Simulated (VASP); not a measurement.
OSZICAR of a VASP run on YHg2 (space group P6/mmm):

OSZICAR:
```
       N       E                     dE             d eps       ncg     rms          rms(c)
DAV:   1     0.188313638613E+03    0.18831E+03   -0.13576E+04    42   0.108E+03
DAV:   2    -0.248733009928E+01   -0.19080E+03   -0.18849E+03    47   0.324E+02
DAV:   3    -0.940953800218E+01   -0.69222E+01   -0.69005E+01    68   0.595E+01
DAV:   4    -0.945946011974E+01   -0.49922E-01   -0.49906E-01    60   0.447E+00
DAV:   5    -0.945963352524E+01   -0.17341E-03   -0.17339E-03    52   0.262E-01    0.145E+01
DAV:   6    -0.850488388594E+01    0.95475E+00   -0.13770E+01    42   0.187E+01    0.115E+01
DAV:   7    -0.810082702197E+01    0.40406E+00   -0.16382E+00    42   0.554E+00    0.595E+00
DAV:   8    -0.804290586849E+01    0.57921E-01   -0.17604E-01    42   0.300E+00    0.207E+00
DAV:   9    -0.803985566062E+01    0.30502E-02   -0.12611E-02    52   0.116E+00    0.403E-01
DAV:  10    -0.803921373236E+01    0.64193E-03   -0.27484E-03    42   0.320E-01    0.226E-01
DAV:  11    -0.803884900267E+01    0.36473E-03   -0.91867E-04    42   0.125E-01    0.128E-01
DAV:  12    -0.803877998169E+01    0.69021E-04   -0.22967E-04    42   0.885E-02    0.441E-02
DAV:  13    -0.803876228166E+01    0.17700E-04   -0.16271E-05    52   0.233E-02    0.667E-03
DAV:  14    -0.803876246583E+01   -0.18417E-06   -0.42621E-07    36   0.493E-03
   1 F= -.80387625E+01 E0= -.78703769E+01  d E =-.336771E+00
```

Q: Which electronic solver shows in the log?

A: It is blocked Davidson (ALGO = Normal, or the opening steps of other solvers). The INCAR had ALGO = Normal.

Q: Can the final energy be trusted as converged?

A: Self-consistency was reached. It stopped with EDIFF = 1E-6, NELM = 100 (PBEsol GGA, plane waves, VASP's PBE PAW potentials (set 64)).

The structure comes from a computed database's YHg2 entry (P6/mmm); how it stands against other phases isn't given here. The cell was not relaxed at this level. The k-mesh is coarse (spacing up to 1.83 per Å, 2π included), so the numbers may not be converged in it. The run is one of a series of settings (KPOINTS 1×1×1 Γ-centred mesh against the base run), some of them coarse on purpose. The electron count is odd and the run is not spin-polarised, which forces a metal.
